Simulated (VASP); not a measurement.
Si$_{2}$Mo (space group I4/mmm): the measured cell of entry 1010282 of the Crystallography Open Database is

Space group I4/mmm (No. 139); a = 3.200 Å, b = 3.200 Å, c = 7.861 Å, α = 90.00°, β = 90.00°, γ = 90.00°

```csv
atom,site,symmetry,x,y,z
Mo,2a,4/mmm,0.0000,0.0000,0.0000
Si,4e,4mm,0.0000,0.0000,0.3330
```
(The calculation used a cell of 3 atoms; values per cell refer to that cell.)

These are PBE GGA with D3 dispersion (Becke-Johnson damping), VASP's PBE PAW potentials (set 64) (plane waves; VASP) values and carry that method's errors. Numerical set-up: 400 eV cut-off, 15×15×15 Γ-centred mesh, tetrahedra with Blöchl corrections, potentials Mo_sv Si.

The calculation is for a static lattice at zero pressure; the measurement, whose temperature isn't given here, holds thermal and zero-point expansion. The entry's conditions were not checked, so it may have been measured under pressure.

Task: How far does the relaxed conventional cell lie from the measured one?

Result: 
```
             measured  computed  difference
-----------  --------  --------  ----------
a (Å)           3.200     3.178      -0.7 %
c (Å)           7.861     7.796      -0.8 %
V (Å³/atom)     13.42     13.12      -2.2 %
```

The structure comes from a measured Si2Mo entry (I4/mmm) of the Crystallography Open Database, whose conditions weren't checked. It was relaxed first. Symmetry was kept, so distortions that lower it aren't found.
